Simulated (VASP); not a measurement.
Computed with TPSS meta-GGA, VASP's PBE PAW potentials (set 64) (plane waves; VASP).

Input for VASP

### POSCAR
```
PbS
1.0
  0.0000000000   3.0524817831   3.0524817831
  3.0524817831   0.0000000000   3.0524817831
  3.0524817831   3.0524817831   0.0000000000
Pb S
1 1
Cart
  0.0000000000   0.0000000000   0.0000000000
  3.0524817831   3.0524817831   3.0524817831
```

**INCAR**
```
SYSTEM = PbS
PREC = Accurate
ENCUT = 520
EDIFF = 1E-7
NELM = 100
ALGO = Normal
LREAL = .FALSE.
LASPH = .TRUE.
ISMEAR = 0
SIGMA = 0.05
METAGGA = TPSS
LMIXTAU = .TRUE.
LMAXMIX = 4
LWAVE = .FALSE.
LCHARG = .FALSE.
ISIF = 2
```

**KPOINTS**
```
Automatic mesh
0
Gamma
8 8 8
0 0 0
```

POTCAR, in this order: Pb_d S (PBE.64 set). Program: vasp_std.

Unless said otherwise, spin-orbit coupling is left out, though it shifts the bands of the heavy elements here.

### Question
Predict the energy per atom (σ→0), pressure, band gap (on the k-mesh).

### Answer

* **energy per atom (σ→0)**: -6.662 eV/atom
* **band gap (on the k-mesh)**: 0.67 eV
* **pressure**: -2.84 GPa

**OSZICAR**
```
...
DAV:  14    -0.133239555899E+02   -0.47227E-04   -0.28862E-04  1028   0.197E-01    0.398E-02
DAV:  15    -0.133239335409E+02    0.22049E-04   -0.33018E-05   926   0.513E-02    0.649E-03
DAV:  16    -0.133239573809E+02   -0.23840E-04   -0.33794E-05   836   0.806E-02    0.277E-02
DAV:  17    -0.133239617175E+02   -0.43366E-05   -0.35703E-06   956   0.193E-02    0.196E-02
DAV:  18    -0.133239619446E+02   -0.22709E-06   -0.16026E-06   856   0.113E-02    0.674E-03
DAV:  19    -0.133239621282E+02   -0.18357E-06   -0.99196E-07   848   0.963E-03    0.123E-03
DAV:  20    -0.133239621767E+02   -0.48571E-07   -0.15561E-07   768   0.500E-03
   1 F= -.13323962E+02 E0= -.13323962E+02  d E =-.163654E-12
```

The compound is PbS in the rock salt structure. This cell is one point of a volume scan, at 1.06 of the reference volume.
